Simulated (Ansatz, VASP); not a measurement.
# CuC2: VASP beside Ansatz

Wanted: the spread between two codes on one cell, functional and k mesh. The cell is invented: As first built, before any earlier steps moved the atoms (in the runner's words): it takes the Si2Ni structure with all of its atoms replaced by other elements, volume scaled by an estimate. It may not be a known or stable phase. The cell is taken from a series of VASP runs on this material, whose earlier steps may have relaxed, scaled or displaced it; both programs get it as it stands. Valence electrons are named where the data sets of a main pair hold unlike numbers.

Program: Ansatz 0.2.0. Level of theory: plane waves, with VASP 6.6.1 beside it; relaxation of cell and atoms at LDA. Results are calculated unless marked as measured.

**1. The structure**

The structure is cubic, space group Fm-3m (No. 225). The conventional cell has a = 4.694 Å, b = 4.694 Å, c = 4.694 Å, α = 90.00°, β = 90.00°, γ = 90.00°. Cu has 8 C at 2.03 Å nearest. C has 4 Cu at 2.03 Å nearest. As first built, before any earlier steps moved the atoms (in the runner's words): sites of the Si2Ni structure (space group 225) filled with other elements, volume scaled by an estimate. Farther neighbours are not listed.

As a file:

```cif
data_structure
_symmetry_space_group_name_H-M 'Fm-3m'
_symmetry_Int_Tables_number 225
_cell_length_a 4.6937
_cell_length_b 4.6937
_cell_length_c 4.6937
_cell_angle_alpha 90.000
_cell_angle_beta 90.000
_cell_angle_gamma 90.000
_cell_volume 103.40
loop_
_atom_site_label
_atom_site_type_symbol
_atom_site_symmetry_multiplicity
_atom_site_Wyckoff_symbol
_atom_site_fract_x
_atom_site_fract_y
_atom_site_fract_z
_atom_site_occupancy
Cu1 Cu 4 a 0.00000 0.00000 0.00000 1
C1 C 8 c 0.25000 0.75000 0.75000 1
```

**2. Ansatz: relaxation of cell and atoms, LDA**

Ansatz runs on its default PAW (the set named soft_2) files.

The relaxed volume is the usual yardstick between codes: in a stiff, nearly cubic crystal its relative difference is about their pressure difference at one cell divided by the bulk modulus.

The input, input.yaml:

```yaml
crystal:
  lattice:
    - [0.0, 2.3468404614, 2.3468404614]
    - [2.3468404614, 0.0, 2.3468404614]
    - [2.3468404614, 2.3468404614, 0.0]
  atoms:
    - { symbol: Cu, position: [0.0, 0.0, 0.0] }
    - { symbol: C, position: [0.25, 0.25, 0.25] }
    - { symbol: C, position: [0.75, 0.75, 0.75] }
hamiltonian:
  xc: lda
  pseudopotentials: { kind: paw }
kpoints:
  mp_grid: { grid: [8, 8, 8] }
scf:
  occupations: { method: fermi_dirac, width: 0.05 }
relax:
  f_tol: 0.01
  max_steps: 60
  cell: { stress_tol: 0.05 }
output:
  forces: true
  stress: true
```

The run is started by

```
$ ansatz run input.yaml --threads 4 --pin off --max-ram 9216MiB --backend cpu --events-out ev --progress --plain --runs-dir out
```

Numbers of over 12 decimals in the logs are rounded to 6 here.

Log:

```text
Engine: ansatz 0.2.0, x86_64-unknown-linux-gnu
Pseudopotentials: kind: paw
Pseudopotential: Cu, paw, valence charge 19, recommended cutoff 420 eV (normal), Cu.paw.azcp
Pseudopotential: C, paw, valence charge 4, recommended cutoff 420 eV (normal), C.paw.azcp
Functional definition: SPW92
  exchange = slater_x
  correlation = pw_c
Crystal: 3 atoms, lattice volume = 25.851 Å³
Basis set: ecut = 420 eV, 531 PW (Γ)
Bands: 18, of which v1, the nominal top of the filled ones, is band 14 counted from 1 (13 counted from 0)
Symmetry: 48 space group operations
Space group: Fm-3m (ITA 225), of the structure as read, at distance tolerance 3.0e-5 Å
k-points: 29 of 512
Non-local potential: Cu, projectors of the file, l = 0: 3, l = 1: 2, l = 2: 3, l = 3: 1
Non-local potential: C, projectors of the file, l = 0: 2, l = 1: 2, l = 2: 1
PAW form: soft (Blöchl's): semilocal exchange-correlation on the pseudo side does not see the compensation charge
PAW frozen core: Cu, regenerated for the run's functional, and the local potential with it (the file was generated under x = pbe(κ = 0.804, μ = 0.219515), c = pbe(β = 0.066725))
PAW frozen core: C, regenerated for the run's functional, and the local potential with it (the file was generated under x = pbe(κ = 0.804, μ = 0.219515), c = pbe(β = 0.066725))
PAW one-centre angular grid: Cu, 590 points (default); XC on 64 Gauss nodes
PAW one-centre angular grid: C, 110 points (default); XC on 64 Gauss nodes
Initial density: superposition of atomic densities (neutral atoms: chi_scale 0, normalization atom), corrected by the library's trained network
Initial wavefunctions: pseudopotential atomic-orbital guess
Functional: x = slater, c = lda
SCF iter   1: F=—  HF=-7034.298938 eV  |F-HF|=—  |Δ(HF+E_count)|=         —  Δρ=1.14e-2  dr2=3.65e-2  ethr=1.77e-3  ⟨swp⟩=5.4  Hψ=2168  notcnv=0
preconditioner: auto → LDOS  [metal: Δε(μ)=0.008 eV  Ē_g=10.054 eV  σ=0.050 eV  W_gap=0.04  n_scr=14 (ndim 8)  ℏωp=31.8 eV  f_vac=0.015  D(μ)=3.03/eV (n_scr^D=50)  β→1.0]
SCF iter   2: F=—  HF=-7034.307894 eV  |F-HF|=—  |Δ(HF+E_count)|=   8.96e-3  Δρ=2.72e-2  dr2=1.21e-1  ethr=1.35e-4  ⟨swp⟩=2.1  Hψ=1282  notcnv=0
SCF iter   3: F=—  HF=-7034.292079 eV  |F-HF|=—  |Δ(HF+E_count)|=   1.58e-2  Δρ=1.40e-2  dr2=3.59e-2  ethr=1.35e-4  ⟨swp⟩=2.1  Hψ=795  notcnv=0
SCF iter   4: F=—  HF=-7034.286355 eV  |F-HF|=—  |Δ(HF+E_count)|=   5.72e-3  Δρ=5.30e-4  dr2=1.80e-5  ethr=1.33e-4  ⟨swp⟩=2.6  Hψ=813  notcnv=0
SCF iter   5: F=—  HF=-7034.286385 eV  |F-HF|=—  |Δ(HF+E_count)|=   3.04e-5  Δρ=9.46e-4  dr2=1.59e-4  ethr=6.65e-8  ⟨swp⟩=2.0  Hψ=928  notcnv=0
SCF iter   6: F=—  HF=-7034.286365 eV  |F-HF|=—  |Δ(HF+E_count)|=   2.03e-5  Δρ=9.72e-5  dr2=1.44e-6  ethr=6.65e-8  ⟨swp⟩=2.0  Hψ=800  notcnv=0
SCF iter   7: F=-7034.286364 eV  HF=-7034.286365 eV  |F-HF|=4.78e-8  |Δ(HF+E_count)|=   1.86e-7  Δρ=1.54e-5  dr2=4.24e-8  ethr=3.70e-10  ⟨swp⟩=3.1  Hψ=1830  notcnv=0
SCF 1 converged in 7 iterations: F = -7034.286364 eV  dr2 = 4.24e-8
  greatest PAW one-centre occupation: 1.000 electrons in one spin orbital (limit 2), on the Cu atom at site 0 (counted from 0), in its partial waves of l = 0
relax step   1: F+E_penalty+E_count = -7034.28636446 eV  Δ(F+E_penalty+E_count) = +0.000e0 eV  max|allowed force component| = 5.397e-18 eV/Å  Δτ_max = 0.0000 Å  P = -0.630 GPa  Ω = 25.851 Å³  (7 SCF iters, dr2 threshold 1.00e-7 eV, accepted)
[...]
relax step   2: F+E_penalty+E_count = -7034.28658722 eV  Δ(F+E_penalty+E_count) = -2.228e-4 eV  max|allowed force component| = 4.356e-17 eV/Å  Δτ_max = 0.0000 Å  P = -0.325 GPa  Ω = 25.816 Å³  energy of the carried Pulay correction = +1.186e-4 eV  (5 SCF iters, dr2 threshold 3.00e-7 eV, accepted)
[...]
relax step   3: F+E_penalty+E_count = -7034.28675040 eV  Δ(F+E_penalty+E_count) = -1.632e-4 eV  max|allowed force component| = 4.587e-17 eV/Å  Δτ_max = 0.0000 Å  P = +0.004 GPa  Ω = 25.779 Å³  energy of the carried Pulay correction = +2.446e-4 eV  (5 SCF iters, dr2 threshold 2.64e-7 eV, accepted)
[...]
relax step   4: F+E_penalty+E_count = -7034.28660122 eV  Δ(F+E_penalty+E_count) = +1.492e-4 eV  max|allowed force component| = 4.587e-17 eV/Å  Δτ_max = 0.0000 Å  P = -0.010 GPa  Ω = 25.779 Å³  stress off target by 9.85e-3 GPa  SCF on the basis re-selected at this cell (its energy is not comparable with the rows above)  (5 SCF iters)
basis re-selected at this cell: Δ(F+E_penalty+E_count) = +1.492e-4 eV, ΔP = -0.014 GPa vs the last step (what re-selecting the basis moved, of the pressure what is left beyond the Pulay correction that the steps carried, after the strain that the cell walked since its last selection, with what the two solves' SCF thresholds leave and, on support functions, any second-order correction that the steps lacked; it is no m [...]
SCF converged after 5 iterations
Free energy (F): -7034.286601 eV
Harris-Foulkes:  -7034.286601 eV  (|F-HF|=8.19e-12)
Internal energy: -7034.264101 eV  (E = F + TS)
E sigma→0 (E₀):  -7034.275351 eV
Entropy (-TS):   -0.022500 eV (-7.500 meV/atom)
Fermi energy:    13.289840 eV
--- Per-component energies (eV) ---
  E_band       = -409.346089
  E_kinetic    = 462.177653
  E_local      = -4956.248478  (includes V_loc(G=0)·N_el)
  E_nonlocal   = 439.162032
  E_hartree    = 2158.973403
  E_xc         = -183.868977
  E_vxc        = -233.307590  (∫ρ·V_xc dr)
  E_paw        = -1760.692164  (= ΣΔE_a)
  E_vpaw       = -439.076601  (= ΣTr[D̂ρ^β])
  E_aug_tail   = 0.000384  (compensation charges beyond the density's cutoff)
  E_ewald      = -3194.343279
  E_core_change = 0.575325  (= ΣΔE_core)
  E_smearing   = -0.022500  (= −TS)
  E_closure    = -0.000000  (closes the sum)
  Σ components = -7034.286601   (vs F -7034.286601, Δ=0.00e0)
--- Forces (eV/Å), atoms counted from 1 ---
  atom   1  Cu     0.00000000    -0.00000000     0.00000000
  atom   2  C      0.00000000    -0.00000000    -0.00000000
  atom   3  C     -0.00000000     0.00000000     0.00000000
  max |Σ_I F_I| component: 4.63e-18 eV/Å
--- Stress (GPa, compression-positive) ---
       -0.009850      -0.000000      -0.000000
       -0.000000      -0.009850      -0.000000
       -0.000000      -0.000000      -0.009850
  P = ⅓ Tr σ = -0.0098 GPa (-0.098 kbar)
--- Relaxed structure (3 steps of the walk, 3 accepted, 1 SCFs on fresh bases) ---
  F+E_penalty+E_count = -7034.28660122 eV   max|allowed force component| = 4.587e-17 eV/Å   (the final SCF, on the basis selected at the relaxed cell)
  cell:  # Å, volume = 25.7793 Å³
    - [0, 2.344662, 2.344662]
    - [2.344662, 0, 2.344662]
    - [2.344662, 2.344662, 0]
  atoms:
    - { symbol: Cu, position: [0, 0, 0] }
    - { symbol: C, position: [0.25, 0.25, 0.25] }
    - { symbol: C, position: [0.750000, 0.750000, 0.750000] }
```

Elapsed: 2.2 s, on 4 threads of AMD EPYC 7R43, shared host; peak memory 0.34 GiB; 4.8 s of CPU time.

**3. VASP: relaxation of cell and atoms, LDA**

The same cell, functional (in two slightly different forms), mesh and smearing now go to VASP, with its own data sets.

Lines of VASP's logs that name or quote its potential files are left out, and so is its time.

The input, INCAR:

```
SYSTEM = CuC2
PREC = Accurate
ENCUT = 520
EDIFF = 1E-06
NELM = 100
ISMEAR = -1
SIGMA = 0.05
LREAL = .FALSE.
ALGO = Normal
GGA = CA
LORBIT = 11
LWAVE = .FALSE.
LCHARG = .FALSE.
IBRION = 2
NSW = 60
ISIF = 3
EDIFFG = -0.01
```

The input, POSCAR:

```
CuC2
1.0
    0.0000000000      2.3468404614      2.3468404614
    2.3468404614      0.0000000000      2.3468404614
    2.3468404614      2.3468404614      0.0000000000
Cu C
1 2
Direct
    0.0000000000      0.0000000000      0.0000000000
    0.2500000000      0.2500000000      0.2500000000
    0.7500000000      0.7500000000      0.7500000000
```

The input, KPOINTS:

```
Automatic mesh
0
Gamma
8 8 8
0 0 0
```

Potentials, in the order of the species: Cu and C (LDA family, release 64).

The run is started by

```
$ mpirun -np 1 vasp_std
```

Log:

```text
[banner, memory and clock lines left out]
running    1 mpi-ranks, on    1 nodes
 distrk:  each k-point on    1 cores,    1 groups
 distr:  one band on    1 cores,    1 groups

 POSCAR found type information on POSCAR CuC
 POSCAR found :  2 types and       3 ions
 LDA part: xc-table for (Slater(with rela. corr.)+CA(PZ))
 , standard interpolation
 POSCAR, INCAR and KPOINTS ok, starting setup
 FFT: planning ... GRIDC
 FFT: planning ... GRID_SOFT
 FFT: planning ... GRID
 WAVECAR not read
 entering main loop
       N       E                     dE             d eps       ncg     rms          rms(c)
DAV:   1     0.924527718003E+02    0.92453E+02   -0.94364E+03   818   0.204E+03
DAV:   2    -0.136502079697E+02   -0.10610E+03   -0.10030E+03   829   0.320E+02
DAV:   3    -0.234976254994E+02   -0.98474E+01   -0.91347E+01  1052   0.938E+01
DAV:   4    -0.238678779143E+02   -0.37025E+00   -0.36686E+00   881   0.172E+01
DAV:   5    -0.238758468875E+02   -0.79690E-02   -0.79662E-02   929   0.255E+00    0.267E+01
DAV:   6    -0.361235775624E+02   -0.12248E+02   -0.16856E+02   770   0.541E+02    0.224E+01
DAV:   7    -0.195410474958E+02    0.16583E+02   -0.35296E+01   889   0.185E+02    0.950E+00
DAV:   8    -0.179310279128E+02    0.16100E+01   -0.35193E+00  1155   0.692E+01    0.464E+00
DAV:   9    -0.175115467970E+02    0.41948E+00   -0.18180E+00  1115   0.577E+01    0.129E+00
DAV:  10    -0.175278504830E+02   -0.16304E-01   -0.36211E-01  1054   0.840E+00    0.647E-01
DAV:  11    -0.175243620425E+02    0.34884E-02   -0.79174E-03   918   0.845E-01    0.510E-01
DAV:  12    -0.175338956549E+02   -0.95336E-02   -0.73757E-02  1054   0.120E+01    0.955E-01
DAV:  13    -0.175202859771E+02    0.13610E-01   -0.31827E-02   943   0.856E+00    0.352E-02
DAV:  14    -0.175205101670E+02   -0.22419E-03   -0.20400E-03   990   0.946E-01    0.100E-01
DAV:  15    -0.175204108011E+02    0.99366E-04   -0.13084E-04  1092   0.456E-01    0.490E-02
DAV:  16    -0.175203786290E+02    0.32172E-04   -0.61436E-05  1069   0.326E-01    0.103E-02
DAV:  17    -0.175203784716E+02    0.15736E-06   -0.12497E-05   995   0.559E-02    0.413E-03
DAV:  18    -0.175203786357E+02   -0.16408E-06   -0.32915E-07   392   0.137E-02
   1 F= -.17520379E+02 E0= -.17508513E+02  d E =-.175204E+02
 curvature:   0.00 expect dE= 0.000E+00 dE for cont linesearch  0.000E+00
 trial: gam= 0.00000 g(F)=  0.573E-46 g(S)=  0.370E-03 ort = 0.000E+00 (trialstep = 0.100E+01)
 search vector abs. value=  0.370E-03
 bond charge predicted
       N       E                     dE             d eps       ncg     rms          rms(c)
DAV:   1    -0.175257344613E+02   -0.53560E-02   -0.64213E-02   804   0.892E+00    0.685E-01
DAV:   2    -0.175324527918E+02   -0.67183E-02   -0.77162E-02   839   0.136E+01    0.880E-01
DAV:   3    -0.175204541237E+02    0.11999E-01   -0.33812E-02   814   0.887E+00    0.140E-01
DAV:   4    -0.175201413252E+02    0.31280E-03   -0.11309E-03   984   0.793E-01    0.195E-02
DAV:   5    -0.175201390279E+02    0.22973E-05   -0.42226E-05   891   0.799E-02    0.175E-02
DAV:   6    -0.175201341352E+02    0.48927E-05   -0.23139E-06   425   0.904E-02    0.118E-03
DAV:   7    -0.175201344006E+02   -0.26545E-06   -0.25778E-06   592   0.157E-02
   2 F= -.17520134E+02 E0= -.17508029E+02  d E =0.244235E-03
 trial-energy change:    0.000244  1 .order    0.000110   -0.000370    0.000589
 step:   0.2346(harm=  0.3858)  dis= 0.00000  next Energy=   -17.520420 (dE=-0.417E-04)
 bond charge predicted
       N       E                     dE             d eps       ncg     rms          rms(c)
DAV:   1    -0.175236769326E+02   -0.35428E-02   -0.37565E-02   809   0.681E+00    0.532E-01
DAV:   2    -0.175278541088E+02   -0.41772E-02   -0.47559E-02   834   0.105E+01    0.672E-01
DAV:   3    -0.175205447685E+02    0.73093E-02   -0.19438E-02   819   0.691E+00    0.970E-02
DAV:   4    -0.175203857349E+02    0.15903E-03   -0.67675E-04   966   0.438E-01    0.215E-02
DAV:   5    -0.175203804916E+02    0.52434E-05   -0.21724E-05  1136   0.735E-02    0.129E-02
DAV:   6    -0.175203780235E+02    0.24681E-05   -0.13285E-06   377   0.639E-02    0.744E-04
DAV:   7    -0.175203782592E+02   -0.23569E-06   -0.23153E-06   586   0.143E-02
   3 F= -.17520378E+02 E0= -.17508459E+02  d E =0.376485E-06
 curvature:  -0.18 expect dE=-0.189E-05 dE for cont linesearch -0.189E-05
 trial: gam= 0.00000 g(F)=  0.205E-45 g(S)=  0.104E-04 ort =-0.621E-04 (trialstep = 0.847E+00)
 search vector abs. value=  0.104E-04
 reached required accuracy - stopping structural energy minimisation
```

Parts of OUTCAR (step 3):

```text
ion  position               nearest neighbor table
   1  0.000  0.000  0.000-   3 2.03   3 2.03   3 2.03   2 2.03   3 2.03   2 2.03   2 2.03   2 2.03

  LATTYP: Found a face centered cubic cell.
 ALAT       =     4.6936809228

 Subroutine GETGRP returns: Found 48 space group operations
 (whereof 48 operations were pure point group operations)

The static configuration has the point symmetry O_h .

 Found     29 irreducible k-points:

   k-points           NKPTS =     29   k-points in BZ     NKDIM =     29   number of bands    NBANDS=     13

   dimension x,y,z NGX =    28 NGY =   28 NGZ =   28
   dimension x,y,z NGXF=    56 NGYF=   56 NGZF=   56

   ENCUT  =  520.0 eV  38.22 Ry    6.18 a.u.   6.17  6.17  6.17*2*pi/ulx,y,z

   NELECT =      19.0000    total number of electrons

 k-points in reciprocal lattice and weights: Automatic mesh
   0.00000000  0.00000000  0.00000000       0.002
   0.12500000  0.00000000  0.00000000       0.016
   0.25000000  0.00000000  0.00000000       0.016
   0.37500000  0.00000000  0.00000000       0.016
   0.50000000  0.00000000  0.00000000       0.008
   0.12500000  0.12500000  0.00000000       0.012
   0.25000000  0.12500000  0.00000000       0.047
   0.37500000  0.12500000  0.00000000       0.047
   0.50000000  0.12500000  0.00000000       0.047
[...]
-0.37500000  0.50000000  0.12500000       0.023
  -0.25000000  0.50000000  0.25000000       0.012

 average (electrostatic) potential at core
       1 -66.2233       2 -52.8125       3 -52.8125

 E-fermi :   7.6204

 k-point     1 :       0.0000    0.0000    0.0000
  band No.  band energies     occupation
    ...
      3       0.7650      2.00000
      4       0.7650      2.00000
      5       3.0706      2.00000
      6       3.0706      2.00000
      7       3.4738      2.00000
      8       8.7096      0.00000
      9       8.7096      0.00000
     10       8.7096      0.00000
     11       9.9335      0.00000
     12       9.9335      0.00000
    ...

 k-point     2 :       0.1250    0.0000    0.0000
  band No.  band energies     occupation
    ...
      4       0.8690      2.00000
      5       3.0260      2.00000
      6       3.0260      2.00000
      7       4.1001      2.00000
      8       7.6402      0.80499
      9       8.3539      0.00000
     10       8.3539      0.00000
     11       9.8098      0.00000
     12       9.8098      0.00000
     13      10.0546      0.00000

 k-point     3 :       0.2500    0.0000    0.0000
  band No.  band energies     occupation
    ...
      6       2.9698      2.00000
      7       4.4705      2.00000
      8       6.6573      2.00000
      9       7.5011      1.83162
     10       7.5011      1.83162
     11       9.5596      0.00000
     12       9.5596      0.00000
     13       9.7205      0.00000

  Total       -0.0146886     -0.0146886     -0.0146886      0.0000000     -0.0000000      0.0000000
  in kB       -0.9094542     -0.9094542     -0.9094542      0.0000000     -0.0000000      0.0000000
  external PRESSURE =      -0.9094542 kB  Pullay stress =       0.0000000 kB

  energy-cutoff  :      520.00
  volume of cell :       25.88
      direct lattice vectors                 reciprocal lattice vectors
     0.000000000  2.347616080  2.347616080    -0.212982014  0.212982014  0.212982014
     2.347616080  0.000000000  2.347616080     0.212982014 -0.212982014  0.212982014
     2.347616080  2.347616080  0.000000000     0.212982014  0.212982014 -0.212982014

 POSITION                                       TOTAL-FORCE (eV/Angst)
 -----------------------------------------------------------------------------------
      0.00000      0.00000      0.00000         0.000000     -0.000000      0.000000
      1.17381      1.17381      1.17381         0.000000      0.000000      0.000000
      3.52142      3.52142      3.52142        -0.000000     -0.000000     -0.000000
 -----------------------------------------------------------------------------------
    total drift:                               -0.000000     -0.000000      0.000000

  FREE ENERGIE OF THE ION-ELECTRON SYSTEM (eV)
  ---------------------------------------------------
  free  energy   TOTEN  =       -17.5203782592 eV

  energy  without entropy=      -17.4965391269  energy(sigma->0) =      -17.50845869

 reached required accuracy - stopping structural energy minimisation

 total charge
# of ion       s       p       d       tot
------------------------------------------
    1        0.522   0.791   9.075  10.388
    2        0.955   1.218   0.000   2.173
    3        0.955   1.218   0.000   2.173
--------------------------------------------------
tot          2.431   3.228   9.075  14.734

[... 3 further parts left out ...]
```

This run has no spin polarisation. Its electron count is odd, so without a moment it is a metal by construction. The run keeps the 48 symmetry operations of its start, so it cannot find a distortion of lower symmetry.

**4. Comparison**

Known differences besides the potentials themselves: the two LDA forms differ slightly; both relaxations stop at a tolerance, which leaves soft axes loose, and VASP keeps its plane-wave basis; the data sets hold 27 valence electrons in Ansatz (on its default PAW (the set named soft_2) files) and 19 in VASP; the cutoff is 420 eV in Ansatz and 520 eV in VASP; VASP's log shows a relativistic correction to its local exchange, Ansatz's none; Ansatz adds a Pulay correction to the stress that steers its cell, VASP none. Total energies have different zeros and are not compared.

Both answers:

```csv
quantity,Ansatz,VASP,difference
volume (Å³),25.78,25.88,-0.38 %
"edge a after relaxation, in the typed setting (Å)",3.316,3.320,-0.12 %
```

The walks stopped with -0.01 GPa left in Ansatz and -0.09 GPa in VASP; each walk ends within a tolerance, so the volume difference is uncertain by about these residues over the bulk modulus, most in soft cells.

**5. Results**

```yaml
difference_in_volume_relaxation_of_cell_and_atoms_lda: -0.38 %
```

What this shows: The difference in volume is -0.38 % (relaxation of cell and atoms, LDA), within the 1.2 % picked in this series as the mark of a large difference, as far as the stopping tolerances let one tell. The data sets hold unlike numbers of valence electrons (27 in Ansatz and 19 in VASP), so part of the differences comes from the potentials. How closely two codes agree says nothing of how well the functional describes the real material.

[Lines on the potential files, build, host, timing and source positions are cut from VASP's logs without a mark.]

[Logs are printed without paths, hosts, clocks, repeated set-up lines and the standing remarks that a program may print on its own settings, such as how far it seeks lower states.]

[Hosts, paths, dates, database ids (printed as entryN), source tags and the programs' standing remarks are cut or masked in the printed files.]
